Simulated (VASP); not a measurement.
VASP ran on this input.

INCAR:
```
# general
SYSTEM =MoP
PREC   =Accurate
ENCUT  =400
LREAL  =.FALSE.
LASPH  =.TRUE.

# electronic loop
EDIFF  =1E-6
NELM   =100
ALGO   =Normal
LMAXMIX=4

# smearing
ISMEAR =1
SIGMA  =0.1

# functional
GGA    =PS

# ions
IBRION =2
NSW    =60
ISIF   =3
EDIFFG =-0.01

# output
LWAVE  =.FALSE.
LCHARG =.FALSE.
```

File POSCAR:
```
MoP
1
    2.9732492358    -0.0000000000    -0.0000000000
    0.0000000000     2.9732492358    -0.0000000000
    0.0000000000     0.0000000000     2.9732492358
Mo P
1 1
Direct
  0.0000000000   0.0000000000   0.0000000000
  0.5000000000   0.5000000000   0.5000000000
```

**KPOINTS**
```
K-points
0
gamma
  11 11 11
0 0 0
```

POTCAR, in this order: Mo_sv P (PBE.64 set). Program: vasp_std.

Problem. Translate this PBEsol calculation to Ansatz.

Solution. One equivalent input (not run):
Ansatz 0.2 input:
```yaml
crystal:
  lattice:
    - [2.9732492, 0.0000000, 0.0000000]
    - [0.0000000, 2.9732492, 0.0000000]
    - [0.0000000, 0.0000000, 2.9732492]
  atoms:
    - { symbol: Mo, position: [0.0000000, 0.0000000, 0.0000000] }
    - { symbol: P, position: [0.5000000, 0.5000000, 0.5000000] }
kpoints:
  mp_grid: { grid: [11, 11, 11] }
hamiltonian:
  xc: pbesol
  pseudopotentials: { kind: paw }
scf:
  occupations: { method: methfessel_paxton, width: 0.1 }
  max_iter: 100
relax:
  max_steps: 60
  f_tol: 0.01
  cell: {}
output: { forces: true, stress: true, eigenvalues: true }
```
What does not carry over: each code has its own PAW files, so the cut-off isn't converted (ENCUT is set for VASP's; basis.ecutwfc is left out, and Ansatz then takes the one that its files recommend); Ansatz stops its SCF on the density residual and VASP on the energy change (EDIFF).

The structure was generated: MoP was put into the CsCl type (Pm-3m), which need not be its known phase. It was relaxed first. The start is the result of an earlier pass.
